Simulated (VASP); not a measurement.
A convergence study with VASP on Co (hcp): one setting is varied, all else stays as given below, so the limit is that of these other settings.

```yaml
crystal:
  lattice:
    - [1.25500, -2.17372, 0.00000]
    - [1.25500, 2.17372, 0.00000]
    - [0.00000, 0.00000, 4.07000]
  atoms:
    - { symbol: Co, position: [0.33333, 0.66667, 0.25000], spin: 1.8 }
    - { symbol: Co, position: [0.66667, 0.33333, 0.75000], spin: 1.8 }
```

Calculation: PBE GGA, VASP's PBE PAW potentials (set 64) (plane waves; VASP). The tightest run used: 550 eV cut-off, 27×27×14 Γ-centred mesh, tetrahedra with Blöchl corrections, potentials Co.

```json
[
 {"setting": "3×3×2 mesh", "E (eV/atom)": "-7.1887", "pressure (GPa)": "-7.12", "moment (μB)": "2.957", "irreducible k-points": "6"},
 {"setting": "4×4×2 mesh", "E (eV/atom)": "-7.0291", "pressure (GPa)": "-8.98", "moment (μB)": "2.651", "irreducible k-points": "8"},
 {"setting": "5×5×3 mesh", "E (eV/atom)": "-7.0529", "pressure (GPa)": "-5.16", "moment (μB)": "3.214", "irreducible k-points": "10"},
 {"setting": "6×6×3 mesh", "E (eV/atom)": "-7.0493", "pressure (GPa)": "-6.45", "moment (μB)": "3.096", "irreducible k-points": "14"},
 {"setting": "7×7×4 mesh", "E (eV/atom)": "-7.0190", "pressure (GPa)": "-6.12", "moment (μB)": "3.084", "irreducible k-points": "24"},
 {"setting": "8×8×4 mesh", "E (eV/atom)": "-7.0317", "pressure (GPa)": "-6.14", "moment (μB)": "3.114", "irreducible k-points": "30"},
 {"setting": "9×9×5 mesh", "E (eV/atom)": "-7.0278", "pressure (GPa)": "-5.78", "moment (μB)": "3.156", "irreducible k-points": "36"},
 {"setting": "10×10×5 mesh", "E (eV/atom)": "-7.0327", "pressure (GPa)": "-5.53", "moment (μB)": "3.192", "irreducible k-points": "42"},
 {"setting": "11×11×6 mesh", "E (eV/atom)": "-7.0309", "pressure (GPa)": "-5.73", "moment (μB)": "3.170", "irreducible k-points": "64"},
 {"setting": "12×12×6 mesh", "E (eV/atom)": "-7.0311", "pressure (GPa)": "-5.56", "moment (μB)": "3.188", "irreducible k-points": "76"},
 {"setting": "13×13×7 mesh", "E (eV/atom)": "-7.0313", "pressure (GPa)": "-5.54", "moment (μB)": "3.195", "irreducible k-points": "84"},
 {"setting": "14×14×7 mesh", "E (eV/atom)": "-7.0303", "pressure (GPa)": "-5.46", "moment (μB)": "3.204", "irreducible k-points": "96"}
]
```

These are the cheaper rows. Estimate the results at 27×27×14 mesh, and how far the last row shown lies from them.

```csv
quantity,tightest run,last row shown is off by
E (eV/atom),-7.0306,0.0003
pressure (GPa),-5.31,-0.15
moment (μB),3.227,-0.023
```

Left out are rungs that failed or repeat a setting and relaxations that didn't move; long series are thinned to 24 rows.

The compound is Co in the hcp structure. The cell was not relaxed at this level. The spin order is the one that the start imposed; others were not tried in this run.
